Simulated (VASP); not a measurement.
These are RPA correlation on PBE orbitals, VASP's PBE PAW potentials (set 64) (plane waves; VASP) values and carry that method's errors.

Input for VASP

INCAR:
```
SYSTEM=GaN
NBANDS=648
ISMEAR=0   # Gaussian
ENCUTGW=300
PREC=Normal
LASPH=.TRUE.   # aspherical one-centre terms
LREAL=.FALSE.   # projection in real space or not
GGA=PE   # PBE
LCHARG=.FALSE.
ENCUT=500
ALGO=ACFDT
SIGMA=0.01
NOMEGA=12
LWAVE=.FALSE.
```

### KPOINTS
```
Automatic mesh
0
Gamma
4 4 4
0 0 0
```

### POSCAR
```
GaN
1
    0.0000000000     2.3187270000     2.3187270000
    2.3187270000     0.0000000000     2.3187270000
    2.3187270000     2.3187270000     0.0000000000
Ga N
1 1
Direct
  0.0000000000   0.0000000000   0.0000000000
  0.2500000000   0.2500000000   0.2500000000
```

POTCAR, in this order: Ga_d_GW N_GW_new (PBE.64 set). Program: vasp_std. Read from the step before: WAVECAR, WAVEDER.

The resulting files:

### OSZICAR
```
energies w=
    0.000    0.286    0.000    0.936    0.000    1.852    0.000    3.326
    0.000    5.862    0.000   10.408    0.000   18.797    0.000   34.716
    0.000   65.885    0.000  129.525    0.000  270.427    0.000  680.386
NQ=   1    0.0000    0.0000    0.0000,
 performed       4325000 updates of chi_q(r,r)
NQ=   2    0.2500    0.0000    0.0000,
 performed       8650000 updates of chi_q(r,r)
NQ=   3    0.5000    0.0000    0.0000,
 performed      12975000 updates of chi_q(r,r)
NQ=   4    0.2500    0.2500    0.0000,
 performed      17300000 updates of chi_q(r,r)
NQ=   5    0.5000    0.2500    0.0000,
 performed      21625000 updates of chi_q(r,r)
NQ=   6   -0.2500    0.2500    0.0000,
 performed      25950000 updates of chi_q(r,r)
NQ=   7    0.5000    0.5000    0.0000,
 performed      30275000 updates of chi_q(r,r)
NQ=   8   -0.2500    0.5000    0.2500,
 performed      34600000 updates of chi_q(r,r)
```

### OUTCAR
```


      cutoff energy     smooth cutoff   RPA   correlation   Hartree contr. to MP2
---------------------------------------------------------------------------------
            300.000           240.000      -19.0939893948      -31.5156601002
            285.714           228.571      -18.9932200665      -31.3782431063
            272.109           217.687      -18.8788550920      -31.2191873652
            259.151           207.321      -18.7513724915      -31.0388394937
            246.811           197.449      -18.6109161795      -30.8370353854
            235.058           188.046      -18.4534757769      -30.6080504348
            223.865           179.092      -18.2830800243      -30.3575866180
            213.204           170.564      -18.0973000256      -30.0819948606
  linear regression
  converged value                          -20.6032346129      -33.6975653235
```
(Selected blocks of OUTCAR.)

The mesh is coarse, so the correlation energy is not converged in k-points.

The compound is GaN in the zinc blende structure, a metastable form; wurtzite is the usual one. This cell is one point of a volume scan, at 1.08 of the reference volume. The k-mesh is coarse (spacing up to 0.59 per Å, 2π included), so the numbers may not be converged in it.
